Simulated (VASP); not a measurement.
Output of a VASP run:

### OUTCAR
```
 ion  position               nearest neighbor table
   1  0.000  0.000  0.000-
  LATTYP: Found a body centered cubic cell.
 ALAT       =     4.7647871036
 Subroutine PRICEL returns:
 Original cell was already a primitive cell.
 Subroutine GETGRP returns: Found 48 space group operations
The static configuration has the point symmetry O_h .
The dynamic configuration has the point symmetry O_h .
 Subroutine INISYM returns: Found 48 space group operations
 Subroutine IBZKPT returns following result:
 Found     47 irreducible k-points:

 Following reciprocal coordinates:
            Coordinates               Weight
  0.000000  0.000000  0.000000      1.000000
  0.100000  0.000000  0.000000     12.000000
  0.200000  0.000000  0.000000     12.000000
  0.300000  0.000000  0.000000     12.000000
  0.400000  0.000000  0.000000     12.000000
  0.500000  0.000000  0.000000      6.000000
  0.100000  0.100000  0.000000     24.000000
  0.200000  0.100000  0.000000     48.000000
  0.300000  0.100000  0.000000     48.000000
  0.400000  0.100000  0.000000     48.000000
  0.200000  0.200000  0.000000     24.000000
  0.300000  0.200000  0.000000     48.000000
  0.400000  0.200000  0.000000     24.000000
  0.300000  0.300000  0.000000     24.000000
  0.100000  0.100000  0.100000      8.000000
  0.200000  0.100000  0.100000     24.000000
  0.300000  0.100000  0.100000     24.000000
  0.400000  0.100000  0.100000     12.000000
 -0.100000  0.100000  0.100000      6.000000
  0.200000  0.200000  0.100000     24.000000
  0.300000  0.200000  0.100000     48.000000
 -0.200000  0.200000  0.100000     24.000000
  0.300000  0.300000  0.100000      8.000000
 -0.300000  0.300000  0.100000     24.000000
 -0.200000  0.300000  0.100000     24.000000
 -0.400000  0.400000  0.100000     24.000000
 -0.300000  0.400000  0.100000     48.000000
  0.500000  0.500000  0.100000     12.000000
 -0.400000  0.500000  0.100000     48.000000
 -0.300000  0.500000  0.100000     24.000000
 -0.400000 -0.400000  0.100000     24.000000
  0.200000  0.200000  0.200000      8.000000
  0.300000  0.200000  0.200000     12.000000
 -0.200000  0.200000  0.200000      6.000000
 -0.300000  0.300000  0.200000     24.000000
 -0.400000  0.400000  0.200000     24.000000
 -0.300000  0.400000  0.200000     24.000000
  0.500000  0.500000  0.200000     12.000000
 -0.400000  0.500000  0.200000     48.000000
 -0.400000 -0.400000  0.200000      8.000000
   k-points           NKPTS =     47   k-points in BZ     NKDIM =     47   number of bands    NBANDS=      9
   number of dos      NEDOS =    301   number of ions     NIONS =      1
   total plane-waves  NPLWV =  32768
   dimension x,y,z NGX =    32 NGY =   32 NGZ =   32
   dimension x,y,z NGXF=    64 NGYF=   64 NGZF=   64
   ions per type =               1
   PREC   = accura    normal or accurate (medium, high low for compatibility)
   ISTART =      0    job   : 0-new  1-cont  2-samecut
   ICHARG =      2    charge: 1-file 2-atom 10-const
   ISPIN  =      1    spin polarized calculation?
   LNONCOLLINEAR =      F non collinear calculations
   LSORBIT =      F    spin-orbit coupling
   INIWAV =      1    electr: 0-lowe 1-rand  2-diag
   ENCUT  =  520.0 eV  38.22 Ry    6.18 a.u.   7.67  7.67  7.67*2*pi/ulx,y,z
   NELM   =    100;   NELMIN=  2; NELMDL= -5     # of ELM steps
   EDIFF  = 0.1E-05   stopping-criterion for ELM
   LREAL  =      F    real-space projection
   NLSPLINE    = F    spline interpolate recip. space projectors
   LMAXMIX     =    4 max onsite mixed and CHGCAR
   VOSKOWN=      0    Vosko Wilk Nusair interpolation
   EDIFFG = -.1E-01   stopping-criterion for IOM
   NSW    =     60    number of steps for IOM
   NBLOCK =      1;   KBLOCK =     60    inner block; outer block
   IBRION =      2    ionic relax: 0-MD 1-quasi-New 2-CG
   NFREE  =      1    steps in history (QN), initial steepest desc. (CG)
...
```

**OSZICAR**
```
       N       E                     dE             d eps       ncg     rms          rms(c)
DAV:   1     0.512012135762E+02    0.51201E+02   -0.45602E+03   846   0.943E+02
DAV:   2    -0.370470179420E+00   -0.51572E+02   -0.51085E+02  1032   0.151E+02
DAV:   3    -0.220464021059E+01   -0.18342E+01   -0.17857E+01  1067   0.315E+01
DAV:   4    -0.225820396825E+01   -0.53564E-01   -0.53521E-01  1349   0.440E+00
DAV:   5    -0.225854905717E+01   -0.34509E-03   -0.34507E-03  1127   0.268E-01    0.204E+00
DAV:   6    -0.225116151549E+01    0.73875E-02   -0.50227E-03  1133   0.739E-01    0.119E+00
DAV:   7    -0.224707311834E+01    0.40884E-02   -0.89324E-03  1206   0.954E-01    0.573E-02
DAV:   8    -0.224712300410E+01   -0.49886E-04   -0.13386E-04  1140   0.816E-02    0.690E-03
DAV:   9    -0.224712484080E+01   -0.18367E-05   -0.49655E-06  1196   0.108E-02    0.294E-03
DAV:  10    -0.224712456583E+01    0.27497E-06   -0.39763E-07   619   0.422E-03
   1 F= -.22471246E+01 E0= -.22468257E+01  d E =-.224712E+01
       N       E                     dE             d eps       ncg     rms          rms(c)
DAV:   1    -0.224808079729E+01   -0.95596E-03   -0.25720E-02   857   0.130E+00    0.131E-01
DAV:   2    -0.224738405142E+01    0.69675E-03   -0.14676E-03   866   0.368E-01    0.603E-02
DAV:   3    -0.224718735560E+01    0.19670E-03   -0.11777E-03  1251   0.236E-01    0.209E-02
DAV:   4    -0.224718965517E+01   -0.22996E-05   -0.68398E-06   900   0.272E-02    0.158E-02
DAV:   5    -0.224719820061E+01   -0.85454E-05   -0.66920E-06  1202   0.170E-02    0.245E-03
DAV:   6    -0.224719822021E+01   -0.19600E-07   -0.14425E-07   464   0.306E-03
   2 F= -.22471982E+01 E0= -.22469016E+01  d E =-.736544E-04
       N       E                     dE             d eps       ncg     rms          rms(c)
DAV:   1    -0.224778469947E+01   -0.58650E-03   -0.16557E-02   849   0.105E+00    0.105E-01
DAV:   2    -0.224733692379E+01    0.44778E-03   -0.94413E-04   851   0.295E-01    0.482E-02
DAV:   3    -0.224721065363E+01    0.12627E-03   -0.75648E-04  1235   0.189E-01    0.167E-02
DAV:   4    -0.224721215895E+01   -0.15053E-05   -0.44215E-06   873   0.218E-02    0.126E-02
DAV:   5    -0.224721765308E+01   -0.54941E-05   -0.43121E-06  1183   0.136E-02    0.201E-03
DAV:   6    -0.224721766710E+01   -0.14010E-07   -0.95139E-08   435   0.249E-03
   3 F= -.22472177E+01 E0= -.22469225E+01  d E =-.931013E-04
```

OUTCAR:
```
------------------------ aborting loop because EDIFF is reached ----------------------------------------
  FORCE on cell =-STRESS in cart. coord.  units (eV):
  Direction    XX          YY          ZZ          XY          YZ          ZX
  --------------------------------------------------------------------------------------
  Total        0.0003021      0.0003021      0.0003021      0.0000000      0.0000000     -0.0000000
  in kB        0.0088884      0.0088884      0.0088884      0.0000000      0.0000000     -0.0000000
  external PRESSURE =       0.0088884 kB  Pullay stress =       0.0000000 kB
  volume of cell :       54.46
      direct lattice vectors                 reciprocal lattice vectors
    -2.387856391  2.387856391  2.387856391     0.000000000  0.209392827  0.209392827
     2.387856391 -2.387856391  2.387856391     0.209392827  0.000000000  0.209392827
     2.387856391  2.387856391 -2.387856391     0.209392827  0.209392827  0.000000000
 POSITION                                       TOTAL-FORCE (eV/Angst)
 -----------------------------------------------------------------------------------
      0.00000     -0.00000      0.00000        -0.000000      0.000000     -0.000000
 -----------------------------------------------------------------------------------
    total drift:                               -0.000000     -0.000000      0.000000
  FREE ENERGIE OF THE ION-ELECTRON SYSTEM (eV)
  ---------------------------------------------------
  free  energy   TOTEN  =        -2.2472176671 eV

  energy  without entropy=       -2.2463320718  energy(sigma->0) =       -2.24692247

 reached required accuracy - stopping structural energy minimisation
```
(Selected blocks of OUTCAR.)

File POSCAR:
```
Ba
1
   -2.3823935518     2.3823935518     2.3823935518
    2.3823935518    -2.3823935518     2.3823935518
    2.3823935518     2.3823935518    -2.3823935518
Ba
1
Direct
  0.0000000000   1.0000000000   1.0000000000
```

Q: Reconstruct the remaining input files.

A: One answer among several that fit: the input of the run itself, LDA (Ceperley-Alder, Perdew-Zunger), plane waves, VASP's LDA PAW potentials (set 64).

File KPOINTS:
```
Automatic mesh
0
Gamma
10 10 10
0 0 0
```

**INCAR**
```
NELM = 100   ! most electronic steps
SIGMA = 0.1
EDIFF = 1E-6
ISMEAR = 1   ! Methfessel-Paxton
NSW = 60
PREC = Accurate
EDIFFG = -0.01
LCHARG = F
ALGO = Normal   ! blocked Davidson
LWAVE = F
LMAXMIX = 4   ! l cut-off of mixed one-centre charges
ENCUT = 520   ! plane-wave cut-off (eV)
SYSTEM = Ba
LREAL = F   ! projection in real space or not
IBRION = 2
ISIF = 3   ! ions, shape and volume
LASPH = T   ! aspherical one-centre terms
```

POTCAR, in this order: Ba_sv (LDA.64 set). Program: vasp_std.

The compound is Ba in the bcc structure. This run relaxes it. Symmetry was kept, so distortions that lower it aren't found. The start is the result of an earlier pass.
